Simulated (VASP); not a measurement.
Data:

```
CELL_PARAMETERS angstrom
      1.35352    -2.34437     0.00000
      1.35352     2.34437     0.00000
      0.00000     0.00000     4.26302
ATOMIC_POSITIONS crystal
  Ru 0.33333 0.66667 0.24414
  Ru 0.66667 0.33333 0.75000
```

The numbers are results of r2SCAN meta-GGA, VASP's PBE PAW potentials (set 64) (plane waves; VASP), not measurements. Settings: 480 eV cut-off, 14×14×8 Γ-centred mesh, first-order Methfessel-Paxton smearing of 0.10 eV, potentials Ru_pv.

Q: Which forces act on the atoms, in eV/Å?

A: 
```json
[
 {"atom": "Ru1", "Fx": "0.000", "Fy": "0.000", "Fz": "0.329"},
 {"atom": "Ru2", "Fx": "0.000", "Fy": "0.000", "Fz": "-0.329"}
]
```

Q: Give the stress tensor in GPa (positive for a compressed cell).

A: 
```
0.72  0.00  0.00
0.00  0.72  0.00
0.00  0.00  0.98
```
The pressure is its mean diagonal, 0.81 GPa.

The compound is Ru in the hcp structure. This cell was strained or had an atom moved on purpose.
